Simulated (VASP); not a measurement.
AlNi: single point with VASP

System: AlNi (CsCl type, first atom moved by 0.06 Å along [111]), 2 atoms in the cell.

VASP input. INCAR
```
ISMEAR = -1
SIGMA = 0.1
ISIF = 2
LHFCALC = .TRUE.
GGA = PE
HFSCREEN = 0.20787
NBANDS = 18
LASPH = .TRUE.
LMAXMIX = 4
NELM = 60
LREAL = .FALSE.
EDIFF = 1E-5
ALGO = Normal
PREC = Normal
PRECFOCK = Fast
ISTART = 1
```

KPOINTS
```
mesh
0
Gamma
4 4 4
0 0 0
```

POSCAR
```
AlNi
1.0
     2.890000    0.000000    0.000000
     0.000000    2.890000    0.000000
     0.000000    0.000000    2.890000
Ni Al
1 1
Direct
  0.011987 0.011987 0.011987
  0.500000 0.500000 0.500000
```

Potentials (PBE.64), in the order of POSCAR: Ni_pv Al

The WAVECAR comes from an earlier, cheaper step on the same cell.

Output, in brief

| Property | Result |
| --- | --- |
| Plane-wave cutoff used | 368 eV |
| Pressure | -11.90 GPa |
| Free energy TOTEN | -11.9848 eV |
| Energy (σ→0) | -11.9738 eV |
| Smearing term TS | 11.0 meV/atom |
| Gap on the mesh | none (metallic) |
| Valence electrons | 19 |
| Irreducible k-points | 13 |
| Command | vasp_std |
| Hardware | 1 core of an Intel Xeon Platinum 8488C, shared host |
| Wall time | about 99 s (this step alone, after a cheaper pre-step) |
| Peak memory | 0.21 GiB |

```
atom  Fx (eV/Å)  Fy (eV/Å)  Fz (eV/Å)
 Ni1     -0.186     -0.186     -0.186
 Al2      0.186      0.186      0.186
```

Stress tensor in GPa, compression positive:
```
-11.90   0.17   0.17
  0.17 -11.90   0.17
  0.17   0.17 -11.90
```

VASP prints the stress at a fixed plane-wave basis, so it holds the Pulay stress of this cutoff.

The k-mesh is coarse, so these values belong to this mesh and can lie far from the converged ones. At or near VASP's default cutoff a basis error can pull the printed pressure down, by about 1 GPa or less for soft potentials and by 10 GPa or more for hard ones such as O, N and F, so even its sign can be wrong. Potentials made with PBE were used with another functional.
